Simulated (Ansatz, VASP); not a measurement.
**ZnS (Wurtzite-2H) in two plane-wave programs**

Wanted: the spread between two codes on one cell, functional and k mesh. The cell is taken from a series of runs on this material, whose earlier steps may have relaxed, scaled, displaced or heated it; both programs get it as it stands.

Method: plane waves, with VASP 6.6.1 beside it; zone-centre phonons at LDA, in Ansatz 0.2.0.

### Step 1. The starting structure

Symmetry: P6_3mc, No. 186, hexagonal system. Conventional cell: a = 3.748 Å, b = 3.748 Å, c = 6.081 Å, α = 90.00°, β = 90.00°, γ = 120.00°. S has 4 Zn at 2.29 Å nearest. Nearest to Zn lie 4 S at 2.29 Å. Farther neighbours and most contacts between anions are not listed.

### Step 2. VASP: zone-centre phonons, LDA

Second derivatives magnify differences that forces hide, and they need a tight electronic threshold.

Lines of VASP's logs that name or quote its potential files are left out, and so is its time.

Input file INCAR:

```
SYSTEM = ZnS
PREC = Accurate
ENCUT = 500
EDIFF = 1E-08
NELM = 120
ISMEAR = 0
SIGMA = 0.01
LREAL = .FALSE.
ALGO = Normal
GGA = CA
NBANDS = 24
LORBIT = 11
LWAVE = .FALSE.
LCHARG = .FALSE.
ISIF = 2
IBRION = 8
LEPSILON = .TRUE.
LASPH = .TRUE.
GGA_COMPAT = .FALSE.
EFERMI = MIDGAP
KPAR = 2
```

Input file POSCAR:

```
ZnS
1.0
    3.7476481175      0.0000000000      0.0000000000
   -1.8738240587      3.2455584742      0.0000000000
    0.0000000000      0.0000000000      6.0814165965
S Zn
2 2
Direct
    0.3333333279      0.6666666721      0.3806241756
    0.6666666721      0.3333333279      0.8806241756
    0.3333333389      0.6666666611      0.0043758244
    0.6666666611      0.3333333389      0.5043758244
```

Input file KPOINTS:

```
Automatic mesh
0
Gamma
12 12 8
0 0 0
```

Potentials, in the order of the species: S and Zn (LDA family, release 64).

The run is started by

```
> mpirun -np 2 vasp_std
```

Numbers of over 12 decimals in the logs are rounded to 6 here.

The program printed:

```text
[banner, memory and clock lines left out]
running    2 mpi-ranks, on    1 nodes
 distrk:  each k-point on    1 cores,    2 groups
 distr:  one band on    1 cores,    1 groups

 POSCAR found type information on POSCAR S Zn
 POSCAR found :  2 types and       4 ions
 LDA part: xc-table for (Slater(with rela. corr.)+CA(PZ))
 , standard interpolation
 POSCAR, INCAR and KPOINTS ok, starting setup
 FFT: planning ... GRIDC
 FFT: planning ... GRID_SOFT
 FFT: planning ... GRID
 WAVECAR not read
 entering main loop
       N       E                     dE             d eps       ncg     rms          rms(c)
DAV:   1     0.230441427748E+03    0.23044E+03   -0.17116E+04  4560   0.180E+03
DAV:   2     0.351362305732E+01   -0.22693E+03   -0.21895E+03  4800   0.361E+02
DAV:   3    -0.168620053727E+02   -0.20376E+02   -0.20259E+02  5720   0.111E+02
DAV:   4    -0.172711714736E+02   -0.40917E+00   -0.40893E+00  5352   0.163E+01
DAV:   5    -0.172788853483E+02   -0.77139E-02   -0.77132E-02  5816   0.213E+00    0.110E+01
DAV:   6    -0.164248690042E+02    0.85402E+00   -0.19040E+00  6592   0.425E+01    0.825E+00
DAV:   7    -0.164226530253E+02    0.22160E-02   -0.16817E+00  4960   0.781E+00    0.332E+00
DAV:   8    -0.164000200984E+02    0.22633E-01   -0.66308E-02  6192   0.243E+00    0.999E-01
DAV:   9    -0.163986694086E+02    0.13507E-02   -0.18186E-02  6416   0.178E+00    0.287E-01
DAV:  10    -0.163987089438E+02   -0.39535E-04   -0.59232E-04  5776   0.323E-01    0.164E-01
DAV:  11    -0.163987306665E+02   -0.21723E-04   -0.76793E-05  5744   0.105E-01    0.838E-02
DAV:  12    -0.163987280676E+02    0.25989E-05   -0.15360E-05  5864   0.545E-02    0.970E-03
DAV:  13    -0.163987282827E+02   -0.21514E-06   -0.72982E-07  5504   0.568E-03    0.231E-03
DAV:  14    -0.163987282895E+02   -0.67248E-08   -0.38468E-08  5432   0.194E-03
   1 F= -.16398728E+02 E0= -.16398728E+02  d E =0.000000E+00
 Linear response reoptimize wavefunctions to high precision
DAV:   1    -0.163987282854E+02    0.40882E-08   -0.19912E-08  6152   0.849E-04
DAV:   2    -0.163987282855E+02   -0.11187E-09   -0.16034E-09  3200   0.331E-04
DAV:   3    -0.163987282855E+02   -0.38199E-10   -0.12876E-10  2928   0.864E-05
 Linear response G [H, r] |phi>, progress :
  Direction:   1
       N       E                     dE             d eps       ncg     rms
RMM:   1    -0.806052810994E+02   -0.80605E+02    0.49182E+02  8729   0.954E+01
RMM:   2    -0.900287733690E+02   -0.94235E+01   -0.30400E+01  7433   0.361E+01
RMM:   3    -0.906117129458E+02   -0.58294E+00   -0.22773E+00  8133   0.967E+00
RMM:   4    -0.906345584648E+02   -0.22846E-01   -0.11875E-01  8282   0.203E+00
RMM:   5    -0.906355993884E+02   -0.10409E-02   -0.14013E-02  8350   0.531E-01
RMM:   6    -0.906356997339E+02   -0.10035E-03   -0.19434E-03  8487   0.157E-01
RMM:   7    -0.906357450949E+02   -0.45361E-04   -0.49488E-04  8640   0.528E-02
RMM:   8    -0.906357515419E+02   -0.64470E-05   -0.97784E-05  8703   0.193E-02
RMM:   9    -0.906357434697E+02    0.80722E-05    0.16731E-06  8640   0.820E-03
RMM:  10    -0.906357440616E+02   -0.59191E-06   -0.43993E-05  7148   0.413E-03
RMM:  11    -0.906357426976E+02    0.13641E-05    0.18618E-05  6241   0.239E-03
RMM:  12    -0.906357421585E+02    0.53907E-06    0.45500E-06  5736   0.184E-03
RMM:  13    -0.906357420496E+02    0.10891E-06    0.45358E-05  5417   0.155E-03
RMM:  14    -0.906357419159E+02    0.13365E-06    0.11968E-05  5322   0.149E-03
RMM:  15    -0.906357418935E+02    0.22377E-07    0.39531E-05  5217   0.142E-03
RMM:  16    -0.906357419974E+02   -0.10384E-06    0.15461E-05  5099   0.142E-03
 Linear response G [H, r] |phi>, progress :
  Direction:   2
       N       E                     dE             d eps       ncg     rms
RMM:   1    -0.955180019075E+02   -0.95518E+02    0.30360E+02  8831   0.919E+01
RMM:   2    -0.101585930181E+03   -0.60679E+01   -0.23973E+01  7333   0.346E+01
RMM:   3    -0.102171264389E+03   -0.58533E+00   -0.17790E+00  8130   0.890E+00
RMM:   4    -0.102198949037E+03   -0.27685E-01   -0.86120E-02  8205   0.191E+00
RMM:   5    -0.102200599697E+03   -0.16507E-02   -0.14602E-02  8325   0.535E-01
RMM:   6    -0.102200777686E+03   -0.17799E-03   -0.39116E-03  8428   0.167E-01
RMM:   7    -0.102200682260E+03    0.95427E-04   -0.13342E-03  8589   0.584E-02
RMM:   8    -0.102200641073E+03    0.41187E-04   -0.49559E-04  8659   0.224E-02
RMM:   9    -0.102200618466E+03    0.22607E-04   -0.11233E-04  8606   0.913E-03
RMM:  10    -0.102200609901E+03    0.85650E-05   -0.45727E-05  7105   0.420E-03
RMM:  11    -0.102200604469E+03    0.54313E-05    0.98745E-05  6337   0.239E-03
RMM:  12    -0.102200602631E+03    0.18382E-05    0.47419E-05  5812   0.178E-03
RMM:  13    -0.102200601425E+03    0.12057E-05    0.16625E-04  5443   0.153E-03
RMM:  14    -0.102200601000E+03    0.42581E-06    0.10700E-04  5251   0.142E-03
RMM:  15    -0.102200600432E+03    0.56772E-06    0.19730E-04  5140   0.140E-03
[...]
RMM:   9    -0.108139398984E+01    0.15829E-04   -0.49588E-07 28062   0.442E-03    0.149E-03
RMM:  10    -0.108139395530E+01    0.34539E-07    0.30581E-06 28106   0.219E-03    0.318E-04
RMM:  11    -0.108139918392E+01   -0.52286E-05   -0.22721E-07 27714   0.917E-04    0.182E-04
RMM:  12    -0.108139899000E+01    0.19392E-06   -0.46011E-07 25578   0.370E-04    0.300E-05
[...]
RMM:  12    -0.109516337378E+01    0.96600E-06   -0.69346E-07  7430   0.309E-04    0.187E-05
RMM:  13    -0.109516313629E+01    0.23749E-06    0.19214E-07  4906   0.133E-04    0.130E-05
RMM:  14    -0.109516315716E+01   -0.20867E-07   -0.10469E-07  3592   0.733E-05    0.235E-06
 change of polarisation eV/A/(eV/A) component  3 :    -0.220    -0.199     2.084
 dielectric tensor                  component  3 :    -0.538    -0.488     6.098
 Linear response DOF=           4
 Linear response progress:
  Degree of freedom:   1/  4
       N       E                     dE             d eps       ncg     rms          rms(c)
RMM:   1    -0.107134794383E+00   -0.10713E+00    0.46730E-02 70289   0.201E+00
RMM:   2    -0.103781927299E+00    0.33529E-02   -0.67332E-03 42969   0.669E-01    0.176E-01
RMM:   3    -0.104186650894E+00   -0.40472E-03   -0.59164E-04 48615   0.161E-01    0.841E-02
RMM:   4    -0.104532030801E+00   -0.34538E-03   -0.87602E-05 47951   0.537E-02    0.209E-02
RMM:   5    -0.104584473948E+00   -0.52443E-04   -0.94210E-06 50530   0.143E-02    0.994E-03
RMM:   6    -0.104558700874E+00    0.25773E-04   -0.30905E-06 50029   0.495E-03    0.361E-03
RMM:   7    -0.104567306867E+00   -0.86060E-05   -0.16677E-06 48323   0.181E-03    0.915E-04
RMM:   8    -0.104566383821E+00    0.92305E-06   -0.13050E-07 50959   0.586E-04    0.642E-05
RMM:   9    -0.104565585307E+00    0.79851E-06   -0.21821E-07 49519   0.197E-04    0.497E-05
RMM:  10    -0.104565617710E+00   -0.32403E-07   -0.10381E-07 51351   0.761E-05    0.103E-05
RMM:  11    -0.104565723835E+00   -0.10613E-06   -0.64965E-08 50067   0.364E-05    0.267E-06
RMM:  12    -0.104565704203E+00    0.19632E-07   -0.10818E-08 51557   0.193E-05    0.804E-07
RMM:  13    -0.104565700532E+00    0.36710E-08   -0.15150E-08 46818   0.121E-05    0.704E-07
 first order change of Fermi-energy  -0.73819E-01
 force on displaced ion       1 direction 1 :  -7.573   0.000   0.000
 Born effective charge ion    1 direction 1 :  -1.847  -0.000  -0.000
 Linear response progress:
  Degree of freedom:   2/  4
       N       E                     dE             d eps       ncg     rms          rms(c)
RMM:   1    -0.127346118977E+00   -0.12735E+00    0.58287E-02 16304   0.203E+00
RMM:   2    -0.122627964455E+00    0.47182E-02   -0.71502E-03  9503   0.766E-01    0.205E-01
RMM:   3    -0.122912800150E+00   -0.28484E-03   -0.93628E-04 10987   0.194E-01    0.100E-01
RMM:   4    -0.123125304815E+00   -0.21250E-03   -0.80288E-05  9972   0.643E-02    0.330E-02
RMM:   5    -0.123156951167E+00   -0.31646E-04   -0.21684E-05 10865   0.247E-02    0.904E-03
RMM:   6    -0.123143351252E+00    0.13600E-04    0.31830E-07 11185   0.667E-03    0.480E-03
RMM:   7    -0.123145309725E+00   -0.19585E-05    0.18471E-07 11444   0.170E-03    0.205E-03
RMM:   8    -0.123147605698E+00   -0.22960E-05    0.42952E-07 10083   0.140E-03    0.229E-04
RMM:   9    -0.123147895822E+00   -0.29012E-06    0.13977E-07 11568   0.370E-04    0.114E-04
RMM:  10    -0.123147765823E+00    0.13000E-06    0.43429E-08 11430   0.130E-04    0.249E-05
RMM:  11    -0.123147812339E+00   -0.46516E-07    0.66523E-08 10281   0.586E-05    0.168E-05
RMM:  12    -0.123147752104E+00    0.60235E-07    0.62892E-08 11372   0.253E-05    0.286E-06
RMM:  13    -0.123147770937E+00   -0.18833E-07    0.44668E-08 11037   0.122E-05    0.207E-06
RMM:  14    -0.123147776453E+00   -0.55153E-08    0.56518E-08  9747   0.845E-06    0.636E-07
 first order change of Fermi-energy  -0.81075E-01
 force on displaced ion       1 direction 3 :   0.000  -0.000 -10.640
 Born effective charge ion    1 direction 3 :   0.000   0.000  -1.931
 Linear response progress:
  Degree of freedom:   3/  4
       N       E                     dE             d eps       ncg     rms          rms(c)
RMM:   1    -0.213288106664E+00   -0.21329E+00    0.21563E-04 41796   0.193E+00
RMM:   2    -0.210766239562E+00    0.25219E-02   -0.39727E-03 43327   0.460E-01    0.133E-01
RMM:   3    -0.210589259793E+00    0.17698E-03   -0.13277E-04 49992   0.735E-02    0.775E-02
RMM:   4    -0.210348672883E+00    0.24059E-03   -0.22328E-05 49923   0.261E-02    0.468E-03
RMM:   5    -0.210344016538E+00    0.46563E-05   -0.36434E-06 51446   0.528E-03    0.174E-03
RMM:   6    -0.210347506698E+00   -0.34902E-05   -0.10802E-06 51407   0.211E-03    0.305E-04
RMM:   7    -0.210347913513E+00   -0.40682E-06   -0.43035E-07 51674   0.657E-04    0.183E-04
RMM:   8    -0.210348189744E+00   -0.27623E-06   -0.16633E-07 51531   0.278E-04    0.331E-05
RMM:   9    -0.210348010171E+00    0.17957E-06   -0.45298E-08 51557   0.914E-05    0.190E-05
RMM:  10    -0.210347892553E+00    0.11762E-06   -0.19923E-08 50723   0.448E-05    0.243E-06
RMM:  11    -0.210347886038E+00    0.65150E-08   -0.11412E-09 56600   0.203E-05    0.104E-06
 first order change of Fermi-energy  -0.15416E+00
 force on displaced ion       3 direction 1 :  -6.828   0.001  -0.000
 Born effective charge ion    3 direction 1 :   1.847  -0.000   0.000
 Linear response progress:
  Degree of freedom:   4/  4
       N       E                     dE             d eps       ncg     rms          rms(c)
RMM:   1    -0.220086239433E+00   -0.22009E+00    0.17548E-03  9450   0.195E+00
RMM:   2    -0.216922395374E+00    0.31638E-02   -0.42630E-03  9825   0.480E-01    0.158E-01
RMM:   3    -0.216636931805E+00    0.28546E-03   -0.21356E-04 11221   0.892E-02    0.837E-02
RMM:   4    -0.216347549318E+00    0.28938E-03   -0.35959E-05 11101   0.455E-02    0.199E-02
RMM:   5    -0.216299376325E+00    0.48173E-04   -0.49132E-06 11547   0.161E-02    0.653E-03
RMM:   6    -0.216306256277E+00   -0.68800E-05    0.46617E-06 10693   0.485E-03    0.365E-03
RMM:   7    -0.216312617196E+00   -0.63609E-05    0.23494E-06 11001   0.268E-03    0.826E-04
RMM:   8    -0.216313843821E+00   -0.12266E-05    0.59045E-07 11267   0.846E-04    0.233E-04
RMM:   9    -0.216313470122E+00    0.37370E-06   -0.12575E-07 11642   0.291E-04    0.542E-05
RMM:  10    -0.216313340059E+00    0.13006E-06   -0.76916E-08 11714   0.126E-04    0.258E-05
RMM:  11    -0.216313326159E+00    0.13899E-07   -0.50968E-08 11721   0.476E-05    0.788E-06
RMM:  12    -0.216313352363E+00   -0.26204E-07    0.94517E-09 11896   0.245E-05    0.658E-06
RMM:  13    -0.216313358804E+00   -0.64408E-08    0.34191E-09 11133   0.150E-05    0.115E-06
 first order change of Fermi-energy   0.80983E-01
 force on displaced ion       3 direction 3 :   0.000  -0.000  -8.728
 Born effective charge ion    3 direction 3 :   0.000   0.000   1.931
 Born effective charges drift removed
 Linear response finished
```

(Part 1 of 3 ends here.)

[Lines on the potential files, build, host, timing and source positions are cut from VASP's logs without a mark.]

[Logs are printed without paths, hosts, clocks, repeated set-up lines and the standing remarks that a program may print on its own settings, such as how far it seeks lower states.]

[Hosts, paths, dates, database ids (printed as entryN), source tags and the programs' standing remarks are cut or masked in the printed files.]
